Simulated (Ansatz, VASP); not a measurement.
## Cross-check of H2CClF between VASP and Ansatz

One calculation is typed for both programs; each brings its own data sets. How far apart do they land? The cell is taken from a series of runs on this material, whose earlier steps may have relaxed, scaled, displaced or heated it; both programs get it as it stands.

Main program and level: Ansatz 0.2.0; plane waves, with VASP 6.6.1 beside it; G0W0 gap at r2SCAN.

### 1. The starting structure

The structure is monoclinic, space group P2_1 (No. 4). Conventional cell: a = 5.021 Å, b = 4.148 Å, c = 6.768 Å, α = 90.00°, β = 108.21°, γ = 90.00°. Nearest to H lie 1 C at 1.09 Å. Nearest to C lie 2 H at 1.09 Å and 1 F at 1.38 Å and 1 Cl at 1.79 Å. Nearest to Cl lie 1 C at 1.79 Å. F has 1 C at 1.38 Å nearest. Farther neighbours and most contacts between anions are not listed.

### 2. Ansatz: G0W0 gap, r2SCAN

Ansatz runs on its PAW soft_1 files.

Quasiparticle shifts depend on high empty states and on the cores, so they are the hardest test of two PAW sets.

The input, input.yaml:

```yaml
crystal:
  lattice:
    - [5.0206, 0.0, 0.0]
    - [0.0, 4.1477, 0.0]
    - [-2.1143188253, 0.0, 6.4288463713]
  atoms:
    - { symbol: H, position: [0.2852960594, 0.3914791351, 0.1553943381] }
    - { symbol: H, position: [0.7147039406, 0.8914791351, 0.8446056619] }
    - { symbol: H, position: [0.5707653094, 0.1078566959, 0.2708502709] }
    - { symbol: H, position: [0.4292346906, 0.6078566959, 0.7291497291] }
    - { symbol: C, position: [0.3460283809, 0.1408088981, 0.1943138297] }
    - { symbol: C, position: [0.6539716191, 0.6408088981, 0.8056861703] }
    - { symbol: Cl, position: [0.1663619786, 0.0024810456, 0.3682784982] }
    - { symbol: Cl, position: [0.8336380214, 0.5024810456, 0.6317215018] }
    - { symbol: F, position: [0.264389849, 0.9578742253, 0.0148699962] }
    - { symbol: F, position: [0.735610151, 0.4578742253, 0.9851300038] }
kpoints:
  mp_grid: { grid: [2, 4, 2] }
hamiltonian:
  xc: r2scan
  pseudopotentials: { kind: paw, azcp: { folder: soft_1 } }
scf:
  occupations: { method: fixed }
gw:
  n_empty_bands: 303
  ecut_chi: 100
  qp_bands: [v3, c3]
  qp_kpoints: band_edges
  screening: { model: contour_deformation }
```

Launch:

```console
> ansatz run input.yaml --threads 2 --pin off --max-ram 92160MiB --backend cuda --events-out ev --progress --plain --runs-dir out --devices 1 --max-vram 13GiB
```

Numbers of over 12 decimals in the logs are rounded to 6 here.

The program printed:

```text
GPUs: using 1 of 1 available (devices: 1).
Engine: ansatz 0.2.0, x86_64-unknown-linux-gnu
Pseudopotentials: kind: paw
Pseudopotential: H, paw, valence charge 1, recommended cutoff 500 eV (meta_gga), soft_1/H.paw.azcp
Pseudopotential: C, paw, valence charge 4, recommended cutoff 500 eV (meta_gga), soft_1/C.paw.azcp
Pseudopotential: Cl, paw, valence charge 7, recommended cutoff 500 eV (meta_gga), soft_1/Cl.paw.azcp
Pseudopotential: F, paw, valence charge 7, recommended cutoff 500 eV (meta_gga), soft_1/F.paw.azcp
Functional definition: r2SCAN
  parameter k0 = 0.174
  parameter k1 = 0.065
  parameter a1 = 4.9479
  exchange = r2scan_x(k0 = k0, k1 = k1, a1 = a1)
  correlation = r2scan_c
device memory: the entry about to start is reckoned to put 1.6 GiB on a device that reports 66.8 GiB free (of which the cap on the GPU budget leaves the run 13.0 GiB)
GPU FFT provider: cuFFT
GPU libraries: cuBLAS 13.8.2, cuFFT 12.4.0, cuSOLVER 12.3.4
Crystal: 10 atoms, lattice volume = 133.874 Å³
Basis set: ecut = 500 eV, 3397 PW (Γ), exchange–correlation on 160×128×200 points (64 copies of the dense FFT grid, shifted against one another)
Bands: 30, of which v1, the nominal top of the filled ones, is band 20 counted from 1 (19 counted from 0)
Symmetry: 2 space group operations
Space group: P21 (ITA 4), of the structure as read, at distance tolerance 5.1e-5 Å
k-points: 12 of 16 (time reversal used)
Non-local potential: H, projectors of the file, l = 0: 2, l = 1: 1
Non-local potential: C, projectors of the file, l = 0: 2, l = 1: 2, l = 2: 1
Non-local potential: Cl, projectors of the file, l = 0: 2, l = 1: 2, l = 2: 1
Non-local potential: F, projectors of the file, l = 0: 2, l = 1: 2, l = 2: 1
PAW form: soft (Blöchl's): semilocal exchange-correlation on the pseudo side does not see the compensation charge
PAW frozen core: C, regenerated for the run's functional (the file was generated under x = pbe(κ = 0.804, μ = 0.219515), c = pbe(β = 0.066725))
PAW frozen core: Cl, regenerated for the run's functional (the file was generated under x = pbe(κ = 0.804, μ = 0.219515), c = pbe(β = 0.066725))
PAW frozen core: F, regenerated for the run's functional (the file was generated under x = pbe(κ = 0.804, μ = 0.219515), c = pbe(β = 0.066725))
PAW one-centre angular grid: H, 302 points (default); XC on 160 Gauss nodes
PAW one-centre angular grid: C, 302 points (default); XC on 219 of its mesh's 2255 points in the sphere
PAW one-centre angular grid: Cl, 302 points (default); XC on 160 Gauss nodes
PAW one-centre angular grid: F, 302 points (default); XC on 160 Gauss nodes
Initial density: superposition of atomic densities (chi_scale 0.1, normalization cell, long waves kept (reshape's long-wave potential 0.59 eV rms))
Initial wavefunctions: pseudopotential atomic-orbital guess
GPU buffer pool allocated for 64000 grid points (all kernels)
GPU transforms: local potential and band sums: pruned to the plane-wave sphere, on 40×32×50
Functional: x = r2scan, c = r2scan; τ floored in thin density (d = 2e-4 eV/Å³)
SCF iter   1: F=—  HF=-4359.069657 eV  |F-HF|=—  |Δ(HF+E_count)|=         —  Δρ=1.14e-1  dr2=1.54e1  dr2_τ=9.08e-1  ethr=3.10e-3  ⟨swp⟩=5.3  Hψ=1565  notcnv=0  defer=92
preconditioner: auto → Resta (q_TF=auto, 2.231 Å⁻¹)  ε∞=2.8  [insulator: Δε(μ)=5.176 eV  Ē_g=14.365 eV  n_scr=26 (ndim 8)  ℏωp=19.3 eV  f_vac=0.036  ε∞_Penn≈2.8]
SCF iter   2: F=—  HF=-4355.230510 eV  |F-HF|=—  |Δ(HF+E_count)|=    3.84e0  Δρ=5.52e-2  dr2=2.39e0  dr2_τ=2.40e-1  ethr=3.10e-3  ⟨swp⟩=3.0  Hψ=816  notcnv=0  defer=96
SCF iter   3: F=—  HF=-4354.646833 eV  |F-HF|=—  |Δ(HF+E_count)|=   5.84e-1  Δρ=2.09e-2  dr2=5.00e-1  dr2_τ=2.27e-2  ethr=3.10e-3  ⟨swp⟩=2.0  Hψ=730  notcnv=0  defer=88
SCF iter   4: F=—  HF=-4354.534726 eV  |F-HF|=—  |Δ(HF+E_count)|=   1.12e-1  Δρ=3.35e-3  dr2=1.23e-2  dr2_τ=1.52e-3  ethr=1.25e-3  ⟨swp⟩=2.1  Hψ=516  notcnv=0  defer=96
SCF iter   5: F=—  HF=-4354.540414 eV  |F-HF|=—  |Δ(HF+E_count)|=   5.69e-3  Δρ=1.20e-3  dr2=1.63e-3  dr2_τ=1.84e-4  ethr=3.08e-5  ⟨swp⟩=2.6  Hψ=682  notcnv=0  defer=96
SCF iter   6: F=—  HF=-4354.541349 eV  |F-HF|=—  |Δ(HF+E_count)|=   9.35e-4  Δρ=2.68e-4  dr2=1.02e-4  dr2_τ=1.21e-5  ethr=4.08e-6  ⟨swp⟩=2.1  Hψ=523  notcnv=0  defer=96
SCF iter   7: F=—  HF=-4354.541385 eV  |F-HF|=—  |Δ(HF+E_count)|=   3.60e-5  Δρ=6.28e-5  dr2=4.48e-6  dr2_τ=5.43e-7  ethr=2.56e-7  ⟨swp⟩=2.1  Hψ=530  notcnv=0  defer=96
SCF iter   8: F=—  HF=-4354.541392 eV  |F-HF|=—  |Δ(HF+E_count)|=   6.99e-6  Δρ=1.26e-5  dr2=2.30e-7  dr2_τ=1.77e-8  ethr=1.12e-8  ⟨swp⟩=2.0  Hψ=567  notcnv=0  defer=74
SCF iter   9: F=-4354.541392 eV  HF=-4354.541392 eV  |F-HF|=6.93e-9  |Δ(HF+E_count)|=   2.64e-7  Δρ=2.22e-6  dr2=8.15e-9  dr2_τ=5.13e-10  ethr=2.50e-10  ⟨swp⟩=13.0  Hψ=1980  notcnv=0
SCF 1 converged in 9 iterations: F = -4354.541392 eV  dr2 = 8.15e-9
[...]
NSCF: frozen V_eff on 1 k-points
SCF converged after 9 iterations
Free energy (F): -4354.541392 eV
Harris-Foulkes:  -4354.541392 eV  (|F-HF|=6.93e-9)
Internal energy: -4354.541392 eV  (E = F + TS)
E sigma→0 (E₀):  -4354.541392 eV
Fermi energy:    -1.054824 eV
--- Per-component energies (eV) ---
  E_band       = -331.955178
  E_kinetic    = 927.807289
  E_local      = -2730.748991  (includes V_loc(G=0)·N_el)
  E_nonlocal   = 283.805012
  E_hartree    = 987.757571
  E_xc         = -484.439996
  E_vxc        = -653.372149  (∫ρ·V_xc dr)
  E_paw        = -1954.159296  (= ΣΔE_a)
  E_vpaw       = -175.401835  (= ΣTr[D̂ρ^β])
  E_aug_tail   = 0.000255  (compensation charges beyond the density's cutoff)
  E_vtau       = 40.438996  (kinetic-family band-sum trace: ∫τ·v_τ [+ j·A + Jᵃ·Aᵃ] dr)
  E_ewald      = -1384.178092
  E_core_change = -0.385145  (= ΣΔE_core)
  E_smearing   = -0.000000  (= −TS)
  E_closure    = -0.000000  (closes the sum)
  Σ components = -4354.541392   (vs F -4354.541392, Δ=0.00e0)
--- Band table (eV; the first three rows and the last of 12) ---
  k-point 0: bands = [... 16 lower, -1.8377, -1.8237, -1.7817, -1.3041, 5.8513, 6.0674, 6.6731, 7.8051, ... 6 higher]
  k-point 1: bands = [... 16 lower, -1.9914, -1.6968, -1.6716, -1.3405, 5.9415, 5.9660, 6.8825, 7.2154, ... 6 higher]
  k-point 2: bands = [... 16 lower, -1.9145, -1.8628, -1.6522, -1.2885, 5.8150, 6.1057, 6.9950, 7.9204, ... 6 higher]
  k-point 11: bands = [... 16 lower, -1.8560, -1.8560, -1.0587, -1.0587, 6.0590, 6.0590, 7.3749, 7.3749, ... 6 higher]
--- G₀W₀: contour deformation, 5 samples at zero and on the imaginary axis and 1 off it, 16 q-points, 303 empty bands' worth ---
  eigenvalues of the whole cell's RPA ε∞ on this k-mesh (on a slab, of 1 + 4πα/V) = 1.9470, 1.9579, 2.2667; static W/v taken at q = 0 is 0.481354
  bands read: the sum over 323 bands ends inside a degenerate multiplet in 4 slots, whose members it reads at an even weight; the widest, k=4: bands 323 to 324 (counted from 1) at 1/2 each
  gw.qp_kpoints: band_edges: 12 of 12 stored k-points solved, in 1 pass; an edge of the gap read off the rows below is read off those points alone
    ik  band        ε_KS         Σx   Σc(E_QP)       V_xc       Z   E_QP_lin       E_QP  E_QP is
     0    18     -1.8237   -21.8961     2.6571   -17.4144  0.8237    -3.6780    -3.6483  root
     0    19     -1.7817   -20.6552     2.4983   -16.2265  0.8259    -3.7464    -3.7120  root
     0    20     -1.3041   -21.1776     2.4244   -16.8933  0.8286    -3.1930    -3.1640  root
     0    21      5.8513    -8.3999    -3.5134   -13.8412  0.8499     7.8040     7.7791  root
     0    22      6.0674    -8.6716    -3.5968   -14.2729  0.8468     8.1001     8.0718  root
     0    23      6.6731    -5.9805    -3.2743   -10.5044  0.8684     7.9321     7.9226  root
     1    18     -1.6968   -21.4887     2.5654   -17.0409  0.8273    -3.6100    -3.5791  root
     1    19     -1.6716   -20.8143     2.4963   -16.3919  0.8266    -3.6313    -3.5977  root
     1    20     -1.3405   -21.2906     2.4106   -17.0589  0.8272    -3.1894    -3.1615  root
     1    21      5.9415    -7.8200    -3.4327   -13.0509  0.8543     7.7609     7.7397  root
     1    22      5.9660    -9.3045    -3.7433   -15.1652  0.8420     8.1155     8.0834  root
     1    23      6.8825    -5.5143    -3.1661    -9.8436  0.8723     8.0537     8.0457  root
     2    18     -1.8628   -21.8621     2.6670   -17.3561  0.8241    -3.7321    -3.7018  root
     2    19     -1.6522   -21.0919     2.5499   -16.6242  0.8274    -3.6027    -3.5699  root
     2    20     -1.2885   -21.5124     2.5009   -17.1415  0.8295    -3.1876    -3.1585  root
     2    21      5.8150    -8.4436    -3.4988   -13.8509  0.8503     7.7476     7.7234  root
     2    22      6.1057    -8.9509    -3.6635   -14.6700  0.8445     8.1916     8.1612  root
     2    23      6.9950    -6.5084    -3.4443   -11.4360  0.8630     8.4927     8.4783  root
     3    18     -1.8115   -21.3131     2.5296   -16.9198  0.8260    -3.7058    -3.6751  root
     3    19     -1.5771   -21.2491     2.5618   -16.7697  0.8280    -3.5270    -3.4947  root
     3    20     -1.3663   -21.3486     2.4821   -16.9984  0.8289    -3.2636    -3.2343  root
     3    21      5.9435    -9.0742    -3.6593   -14.7885  0.8443     8.0282     7.9985  root
     3    22      6.0349    -8.0525    -3.5012   -13.4320  0.8515     7.9370     7.9132  root
     3    23      7.2217    -7.8789    -3.6003   -13.3174  0.8554     9.0840     9.0599  root
[...]
10    22      6.0622    -9.2263    -3.6729   -14.9608  0.8432     8.1542     8.1237  root
    10    23      7.1184    -6.1166    -3.3441   -10.9806  0.8683     8.6530     8.6383  root
    11    18     -1.8560   -21.9589     2.6399   -17.4948  0.8252    -3.7093    -3.6802  root
    11    19     -1.0587   -21.8321     2.5374   -17.4214  0.8309    -2.9603    -2.9319  root
    11    20     -1.0587   -21.8321     2.5374   -17.4214  0.8309    -2.9603    -2.9319  root
    11    21      6.0590    -9.1905    -3.6596   -14.9053  0.8443     8.1441     8.1140  root
    11    22      6.0590    -9.1905    -3.6596   -14.9053  0.8443     8.1441     8.1140  root
    11    23      7.3749    -6.6466    -3.4599   -11.7464  0.8623     9.0330     9.0148  root
```

The column dr2 measures how far the density is from self-consistency, as an energy; F and HF (Harris–Foulkes) agree once it is small.

[end of part 1 of 2]

[Lines on the potential files, build, host, timing and source positions are cut from VASP's logs without a mark.]

[Logs are printed without paths, hosts, clocks, repeated set-up lines and the standing remarks that a program may print on its own settings, such as how far it seeks lower states.]

[Hosts, paths, dates, database ids (printed as entryN), source tags and the programs' standing remarks are cut or masked in the printed files.]
